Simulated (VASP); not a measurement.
Here is the system:

```xyz
1
Lattice="0.0000 1.9910 1.9910 1.9910 0.0000 1.9910 1.9910 1.9910 0.0000" Properties=species:S:1:pos:R:3 pbc="T T T"
Al     0.0000     0.0000     0.0000
```

These are r2SCAN meta-GGA, VASP's PBE PAW potentials (set 64) (plane waves; VASP 6.6.1) values and carry that method's errors. Settings: 480 eV cut-off, 14×14×14 Γ-centred mesh, first-order Methfessel-Paxton smearing of 0.10 eV, potentials Al.

Energy and stress use the plane-wave basis of the starting cell.

Q: The ions, cell shape and volume at an external pressure of 5.0 GPa are relaxed. Predict the relaxed structure.

A: 
```xyz
1
Lattice="0.0000 1.9598 1.9598 1.9598 0.0000 1.9598 1.9598 1.9598 0.0000" Properties=species:S:1:pos:R:3 pbc="T T T"
Al     0.0000     0.0000     0.0000
```
Space group Fm-3m (225), at a tolerance of 0.03 Å.

Q: How do energy and volume change from the first to the last step?

A: The energy (σ→0) changes by +10.9 meV/atom and the volume by -4.6 %, in 3 ionic steps.

```tsv
step	E(σ→0) (eV)	max force (eV/Å)	pressure (GPa)	volume (Å³)
1	-6.7335	0.000	0.04	15.79
2	-6.7081	0.000	8.03	14.70
3	-6.7226	0.000	5.04	15.05
```

The compound is Al in the fcc structure. This run relaxes it under an external pressure of 5 GPa. Symmetry was kept, so distortions that lower it aren't found.
